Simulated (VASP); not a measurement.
Level of theory: PBE GGA with D4 dispersion, VASP's PBE PAW potentials (set 64) (plane waves; VASP 6.6.1).

VASP input:

**INCAR**
```
SYSTEM = CdTe
PREC = Accurate
ENCUT = 520
EDIFF = 1E-7
NELM = 100
ALGO = Normal
LREAL = .FALSE.
LASPH = .TRUE.
ISMEAR = -5
GGA = PE
IVDW = 13
LMAXMIX = 4
LWAVE = .FALSE.
LCHARG = .TRUE.
LORBIT = 11
NEDOS = 601
ISIF = 2
```

**KPOINTS**
```
Automatic mesh
0
Gamma
8 8 8
0 0 0
```

File POSCAR:
```
CdTe
1
   -0.0000000000     3.2612907426     3.2612907426
    3.2612907426    -0.0000000000     3.2612907426
    3.2612907426     3.2612907426     0.0000000000
Cd Te
1 1
Direct
  0.0000000000   0.0000000000   0.0000000000
  0.2500000000   0.2500000000   0.2500000000
```

POTCAR, in this order: Cd Te (PBE.64 set). Program: vasp_std.

Output

File OSZICAR:
```
       N       E                     dE             d eps       ncg     rms          rms(c)
DAV:   1     0.101586075541E+03    0.10159E+03   -0.84067E+03   754   0.120E+03
DAV:   2    -0.878797058148E+00   -0.10246E+03   -0.98807E+02   839   0.275E+02
DAV:   3    -0.498525830553E+01   -0.41065E+01   -0.40975E+01   929   0.573E+01
DAV:   4    -0.502408651554E+01   -0.38828E-01   -0.38823E-01  1010   0.494E+00
DAV:   5    -0.502427340485E+01   -0.18689E-03   -0.18689E-03   929   0.298E-01    0.561E+00
DAV:   6    -0.480780681913E+01    0.21647E+00   -0.46150E-01   854   0.888E+00    0.455E+00
DAV:   7    -0.479278964774E+01    0.15017E-01   -0.12048E-01   864   0.255E+00    0.175E+00
DAV:   8    -0.479355157478E+01   -0.76193E-03   -0.10652E-02   759   0.143E+00    0.504E-01
DAV:   9    -0.479388145397E+01   -0.32988E-03   -0.97538E-04   892   0.367E-01    0.116E-01
DAV:  10    -0.479394863211E+01   -0.67178E-04   -0.12852E-04   809   0.117E-01    0.533E-02
DAV:  11    -0.479399144710E+01   -0.42815E-04   -0.85542E-05   772   0.678E-02    0.357E-02
DAV:  12    -0.479399028849E+01    0.11586E-05   -0.34425E-06   928   0.177E-02    0.210E-02
DAV:  13    -0.479399009605E+01    0.19244E-06   -0.50526E-07   819   0.394E-03    0.136E-02
DAV:  14    -0.479399006924E+01    0.26813E-07   -0.13127E-06   789   0.831E-03    0.589E-03
DAV:  15    -0.479399009902E+01   -0.29779E-07   -0.72183E-08   632   0.272E-03
   1 F= -.54901146E+01 E0= -.54901146E+01  d E =0.000000E+00
```

### OUTCAR
```
------------------------ aborting loop because EDIFF is reached ----------------------------------------
  Edisp (eV):   -0.69612
  FORCE on cell =-STRESS in cart. coord.  units (eV):
  Direction    XX          YY          ZZ          XY          YZ          ZX
  --------------------------------------------------------------------------------------
  Total      -0.00602    -0.00602    -0.00602    -0.00000     0.00000    -0.00000
  in kB      -0.13911    -0.13911    -0.13911    -0.00000     0.00000    -0.00000
  external pressure =       -0.14 kB  Pullay stress =        0.00 kB
  volume of cell :       69.37
      direct lattice vectors                 reciprocal lattice vectors
     0.000000000  3.261290743  3.261290743    -0.153313531  0.153313531  0.153313531
     3.261290743  0.000000000  3.261290743     0.153313531 -0.153313531  0.153313531
     3.261290743  3.261290743  0.000000000     0.153313531  0.153313531 -0.153313531
  FREE ENERGIE OF THE ION-ELECTRON SYSTEM (eV)
  ---------------------------------------------------
  free  energy   TOTEN  =        -5.4901146138 eV

  energy  without entropy=       -5.4901146138  energy(sigma->0) =       -5.49011461

 total charge

# of ion       s       p       d       tot
------------------------------------------
    1        0.468   0.307   9.531  10.306
    2        1.351   2.052   0.020   3.423
--------------------------------------------------
tot          1.819   2.359   9.551  13.729
```
(Selected blocks of OUTCAR.)

The compound is CdTe in the zinc blende structure. It was relaxed first.
